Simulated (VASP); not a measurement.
The input files of a VASP run:

**INCAR**
```
ALGO = Normal   # blocked Davidson
LASPH = T   # aspherical one-centre terms
EDIFFG = -0.02
LWAVE = F
SYSTEM = Cu
ENCUT = 500   # plane-wave cut-off (eV)
PREC = Accurate
NSW = 40   # most ionic steps
LMIXTAU = T
LMAXMIX = 4   # l cut-off of mixed one-centre charges
IBRION = 2   # conjugate gradients
SIGMA = 0.1   # width (eV)
METAGGA = R2SCAN
ISIF = 3
NELM = 100   # most electronic steps
LCHARG = F
PSTRESS = 450   # kbar
ISMEAR = 1
EDIFF = 1E-6   # SCF stop (eV)
LREAL = F
```

File POSCAR:
```
Cu
1
    0.0000000000     1.6870366656     1.6870366656
    1.6870366656    -0.0000000000     1.6870366656
    1.6870366656     1.6870366656    -0.0000000000
Cu
1
Direct
  1.0000000000   1.0000000000   0.0000000000
```

KPOINTS:
```
Automatic mesh
0
Gamma
18 18 18
0 0 0
```

POTCAR, in this order: Cu (PBE.64 set). Program: vasp_std.

Q: Translate this r2SCAN calculation to Ansatz.

A: One equivalent input (not run):
Ansatz 0.2 input:
```yaml
crystal:
  lattice:
    - [0.0000000, 1.6870367, 1.6870367]
    - [1.6870367, 0.0000000, 1.6870367]
    - [1.6870367, 1.6870367, 0.0000000]
  atoms:
    - { symbol: Cu, position: [1.0000000, 1.0000000, 0.0000000] }
kpoints:
  mp_grid: { grid: [18, 18, 18] }
hamiltonian:
  xc: r2scan
  pseudopotentials: { kind: paw }
scf:
  occupations: { method: methfessel_paxton, width: 0.1 }
  max_iter: 100
relax:
  max_steps: 40
  f_tol: 0.02
  cell: { p_target: 45 }
output: { forces: true, stress: true, eigenvalues: true }
```
The two are equivalent in intent, not identical: each code has its own PAW files, so the cut-off isn't converted (ENCUT is set for VASP's; basis.ecutwfc is left out, and Ansatz then takes the one that its files recommend); Ansatz stops its SCF on the density residual and VASP on the energy change (EDIFF).

The compound is Cu in the fcc structure. This run relaxes it under an external pressure of 45 GPa. Symmetry was kept, so distortions that lower it aren't found.
